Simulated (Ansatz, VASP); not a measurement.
## One calculation of ZrTeBr, two programs

```
Zr Te Br
1.0
     5.01034    0.00000    0.00000
    -2.50517    4.33908    0.00000
     0.00000    0.00000    3.65309
Zr Te Br
1 1 1
Direct
  0.00000 0.00000 0.50000
  0.33333 0.66667 0.50000
  0.66667 0.33333 0.00000
```

Change from the starting cell: species swapped into the BaAlSn type (P-6m2, No. 187).

Alike in both runs: task relaxation of cell and atoms; functional PBE; k mesh 12 × 12 × 12; occupations gaussian, width 0.1 eV; no spin polarisation.

```csv
,VASP,Ansatz
version,VASP 6.6.1,Ansatz 0.2.0
potentials or method,"VASP PAW PBE potentials, release 64 (Zr_sv, Te, Br)","scalar-relativistic, plane waves, PAW"
plane-wave cutoff (eV),600,420
valence electrons in the cell,25,35
```

|  | VASP | Ansatz | Ansatz less VASP |
| --- | --- | --- | --- |
| gap on the k mesh at the Fermi level, each at its own relaxed structure (eV) | none | none | - |
| relaxed volume (Å³/atom) | 26.52 | 26.52 | +0.004 |
| relaxed cell length with the largest relative difference (Å) | 3.668 | 3.670 | +0.0017 |

A gap of «none» marks a metal or a gap that the smearing closes. The two sets of potentials don't hold the same shells in valence.

Caveats: an odd number of electrons without spin polarisation forces a metal; a magnetic or distorted state may lie lower. The runs have no spin-orbit coupling, so splittings on Te are missing.
